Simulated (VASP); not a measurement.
Crystal: Al2SiF2.

```
Al Si F
1.0
     4.35746    0.00000    0.00000
    -2.17873    3.77367    0.00000
     0.00000    0.00000    4.98076
Al Si F
2 1 2
Direct
  0.33333 0.66667 0.50000
  0.66667 0.33333 0.50000
  0.00000 0.00000 0.50000
  0.00000 0.00000 0.80203
  0.00000 0.00000 0.19797
```

The cell was built by a generator and needn't be a form met in nature.

| Property | Result |
| --- | --- |
| Program | VASP 6.6.1 |
| Task | relaxation of cell and atoms |
| Functional | PBE |
| Potentials or basis | VASP PAW PBE potentials, release 64 (Al, Si, F) |
| Cutoff | 520 eV |
| k mesh | 4 × 4 × 3 |
| Occupations | gaussian, width 0.15 eV |
| Spin | no spin polarisation |

At the start: pressure 32.2 GPa; volume 16.38 Å³/atom.

Problem. How do energy, volume and symmetry change on relaxing?

Solution. Over 12 steps the energy falls by 495.1 meV/atom and the volume is 21.55 Å³/atom (+31.5 %); space group P6/mmm (No. 191, to 0.05 Å).

Step by step:
```tsv
step	energy change (eV)	largest force (eV/Å)	pressure (GPa)	volume (Å³)
1	0.0000	5.0507	32.16	81.90
2	0.8866	4.7466	-10.74	126.17
3	-1.6543	4.4407	3.71	97.52
4	-1.6765	4.2362	4.59	96.42
5	-1.6873	3.9754	6.04	95.11
6	-2.3917	1.2294	-2.65	109.78
7	-2.3920	1.2077	-2.85	110.03
8	-2.4326	0.6897	2.54	105.01
9	-2.4663	0.1584	0.12	106.95
10	-2.4663	0.1358	0.29	106.89
11	-2.4716	0.1059	0.29	107.14
12	-2.4753	0.0234	0.26	107.73
```

Final structure:
```
CELL_PARAMETERS angstrom
4.59136 0.00000 0.00000
-2.29568 3.97624 0.00000
0.00000 0.00000 5.90107
ATOMIC_POSITIONS crystal
Al 0.33333 0.66667 0.50000
Al 0.66667 0.33333 0.50000
Si 0.00000 0.00000 0.50000
F 0.00000 0.00000 0.78976
F 0.00000 0.00000 0.21024
```

Caveat: the k mesh is coarse (spacing up to 0.42 Å⁻¹), so the values aren't converged; the volume moved by over 15 % at a fixed basis, so the end points are rough.
